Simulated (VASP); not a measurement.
Input for VASP

### POSCAR
```
YP
1
    4.3470840000     0.0000000000     0.0000000000
   -2.1735420000     3.7646850000     0.0000000000
    0.0000000000     0.0000000000     7.1195200000
Y P
2 2
Direct
  0.6666670000   0.3333330000   0.0000000000
  0.3333330000   0.6666670000   0.5000000000
  0.6666670000   0.3333330000   0.6252000000
  0.3333330000   0.6666670000   0.1252000000
```

### INCAR
```
SYSTEM = YP
PREC = Accurate
ENCUT = 400
EDIFF = 1E-6
NELM = 60
ALGO = Normal
LREAL = .FALSE.
LASPH = .TRUE.
ISMEAR = 0
SIGMA = 0.05
GGA = PE
LMAXMIX = 4
LWAVE = .FALSE.
LCHARG = .FALSE.
ISIF = 2
IMIX = 1
AMIX = 1.2
BMIX = 0.0001
```

**KPOINTS**
```
Automatic mesh
0
Gamma
5 5 3
0 0 0
```

POTCAR, in this order: Y_sv P (PBE.64 set). Program: vasp_std.

Output

standard output:
```
...
DAV:  21    -0.204136306449E+04    0.43321E+03   -0.25757E+04   692   0.699E+02    0.660E+02
DAV:  22    -0.244195834629E+04   -0.40060E+03   -0.34156E+04   712   0.495E+02    0.681E+02
DAV:  23    -0.202419731986E+04    0.41776E+03   -0.25623E+04   668   0.705E+02    0.687E+02
DAV:  24    -0.242127966085E+04   -0.39708E+03   -0.33741E+04   704   0.499E+02    0.713E+02
DAV:  25    -0.204671877850E+04    0.37456E+03   -0.26228E+04   688   0.695E+02    0.716E+02
DAV:  26    -0.242252827381E+04   -0.37581E+03   -0.33828E+04   716   0.509E+02    0.658E+02
DAV:  27    -0.204353246554E+04    0.37900E+03   -0.25991E+04   644   0.758E+02    0.628E+02
DAV:  28    -0.235029117185E+04   -0.30676E+03   -0.32701E+04   704   0.527E+02    0.678E+02
DAV:  29    -0.202389534057E+04    0.32640E+03   -0.25852E+04   688   0.711E+02    0.714E+02
DAV:  30    -0.242256488802E+04   -0.39867E+03   -0.33757E+04   712   0.497E+02    0.698E+02
DAV:  31    -0.202638704938E+04    0.39618E+03   -0.25472E+04   664   0.685E+02    0.694E+02
DAV:  32    -0.241002126483E+04   -0.38363E+03   -0.33900E+04   716   0.503E+02    0.713E+02
DAV:  33    -0.203790456441E+04    0.37212E+03   -0.25876E+04   732   0.653E+02    0.721E+02
DAV:  34    -0.248778954907E+04   -0.44988E+03   -0.34858E+04   712   0.473E+02    0.695E+02
DAV:  35    -0.202274379902E+04    0.46505E+03   -0.25638E+04   688   0.683E+02    0.691E+02
DAV:  36    -0.244952259545E+04   -0.42678E+03   -0.34588E+04   700   0.493E+02    0.701E+02
DAV:  37    -0.204410342476E+04    0.40542E+03   -0.25918E+04   752   0.624E+02    0.696E+02
DAV:  38    -0.251677723943E+04   -0.47267E+03   -0.35498E+04   708   0.455E+02    0.657E+02
DAV:  39    -0.200287291519E+04    0.51390E+03   -0.25007E+04   704   0.658E+02    0.654E+02
DAV:  40    -0.246411676838E+04   -0.46124E+03   -0.34328E+04   728   0.496E+02    0.687E+02
DAV:  41    -0.204230490750E+04    0.42181E+03   -0.25839E+04   680   0.676E+02    0.690E+02
DAV:  42    -0.246768394972E+04   -0.42538E+03   -0.34249E+04   704   0.499E+02    0.692E+02
DAV:  43    -0.203217004876E+04    0.43551E+03   -0.25843E+04   656   0.727E+02    0.691E+02
DAV:  44    -0.238016649983E+04   -0.34800E+03   -0.33688E+04   720   0.505E+02    0.708E+02
DAV:  45    -0.201963514246E+04    0.36053E+03   -0.25801E+04   684   0.679E+02    0.701E+02
DAV:  46    -0.239170695902E+04   -0.37207E+03   -0.33926E+04   708   0.500E+02    0.679E+02
DAV:  47    -0.194924822439E+04    0.44246E+03   -0.25153E+04   632   0.721E+02    0.690E+02
DAV:  48    -0.232488099657E+04   -0.37563E+03   -0.32437E+04   688   0.521E+02    0.713E+02
DAV:  49    -0.202857157441E+04    0.29631E+03   -0.25775E+04   688   0.671E+02    0.718E+02
DAV:  50    -0.243928560768E+04   -0.41071E+03   -0.34183E+04   700   0.492E+02    0.693E+02
DAV:  51    -0.201524587033E+04    0.42404E+03   -0.25351E+04   704   0.629E+02    0.688E+02
DAV:  52    -0.247809873423E+04   -0.46285E+03   -0.34718E+04   704   0.477E+02    0.685E+02
DAV:  53    -0.202253451631E+04    0.45556E+03   -0.25427E+04   720   0.649E+02    0.686E+02
DAV:  54    -0.249522637630E+04   -0.47269E+03   -0.35159E+04   712   0.472E+02    0.673E+02
DAV:  55    -0.201339020077E+04    0.48184E+03   -0.25677E+04   716   0.630E+02    0.664E+02
DAV:  56    -0.246007275432E+04   -0.44668E+03   -0.34671E+04   716   0.482E+02    0.672E+02
DAV:  57    -0.195639002391E+04    0.50368E+03   -0.25117E+04   668   0.671E+02    0.656E+02
DAV:  58    -0.237555459013E+04   -0.41916E+03   -0.33298E+04   696   0.501E+02    0.688E+02
DAV:  59    -0.199289034362E+04    0.38266E+03   -0.25713E+04   676   0.673E+02    0.699E+02
DAV:  60    -0.239122540149E+04   -0.39834E+03   -0.33528E+04   720   0.502E+02

 -----------------------------------------------------------------------------
|                                                                             |
|           W    W    AA    RRRRR   N    N  II  N    N   GGGG   !!!           |
|           W    W   A  A   R    R  NN   N  II  NN   N  G    G  !!!           |
|           W    W  A    A  R    R  N N  N  II  N N  N  G       !!!           |
|           W WW W  AAAAAA  RRRRR   N  N N  II  N  N N  G  GGG   !            |
|           WW  WW  A    A  R   R   N   NN  II  N   NN  G    G                |
|           W    W  A    A  R    R  N    N  II  N    N   GGGG   !!!           |
|                                                                             |
|     The electronic self-consistency was not achieved in the given           |
|     number of steps (NELM). The forces and other quantities evaluated       |
|     might not be reliable so examine the results carefully. If you find     |
|     spurious results, we suggest increasing NELM, if you were close to      |
|     convergence or switching to a different ALGO or adjusting the           |
|     density mixing parameters otherwise.                                    |
|                                                                             |
 -----------------------------------------------------------------------------

   1 F= -.23912254E+04 E0= -.23912254E+04  d E =-.517997E-06
```

**OUTCAR**
```
------------------------ aborting loop EDIFF was not reached (unconverged)  ----------------------------
  FORCE on cell =-STRESS in cart. coord.  units (eV):
  Direction    XX          YY          ZZ          XY          YZ          ZX
  --------------------------------------------------------------------------------------
  Total      991.8344053    991.8343123    996.2309888      0.0000000      0.0000000      0.0000000
  in kB    13638.6806783  13638.6794002  13699.1379462      0.0000000      0.0000000      0.0000000
  external PRESSURE =   13658.8326749 kB  Pullay stress =       0.0000000 kB
  volume of cell :      116.51
      direct lattice vectors                 reciprocal lattice vectors
     4.347084000  0.000000000  0.000000000     0.230039263  0.132813237  0.000000000
    -2.173542000  3.764685000  0.000000000     0.000000000  0.265626473  0.000000000
     0.000000000  0.000000000  7.119520000     0.000000000  0.000000000  0.140458907
 POSITION                                       TOTAL-FORCE (eV/Angst)
 -----------------------------------------------------------------------------------
      2.17354      1.25489      0.00000         0.000000      0.000000     -5.174326
     -0.00000      2.50979      3.55976        -0.000000      0.000000     -5.174326
      2.17354      1.25489      4.45112         0.000000     -0.000000      5.174326
     -0.00000      2.50979      0.89136        -0.000000      0.000000      5.174326
 -----------------------------------------------------------------------------------
    total drift:                                0.000314     -0.000182      5.011408
  FREE ENERGIE OF THE ION-ELECTRON SYSTEM (eV)
  ---------------------------------------------------
  free  energy   TOTEN  =     -2391.2254014908 eV

  energy  without entropy=    -2391.2254009728  energy(sigma->0) =    -2391.22540123
```
(Selected blocks of OUTCAR.)

Problem. From input and log, find the fault in this run and mend it.

Solution. The cause: simple mixing (IMIX = 1) with AMIX above 1 overshoots. Convergence was not reached. Against the sound run, the energy per atom (σ→0) falls by 590.762 eV/atom; the pressure rises by 1362.32 GPa; the largest force rises by 5.015 eV/Å. To mend it, remove IMIX, remove AMIX, remove BMIX.

The mended run (PBE GGA, plane waves, VASP's PBE PAW potentials (set 64)) converges, and its OSZICAR ends with
```
   1 F= -.28176177E+02 E0= -.28176177E+02  d E =-.324991E-13
```

The structure was generated: YP was put into the wurtzite type (P6_3mc), which need not be its known phase. The cell was not relaxed at this level.
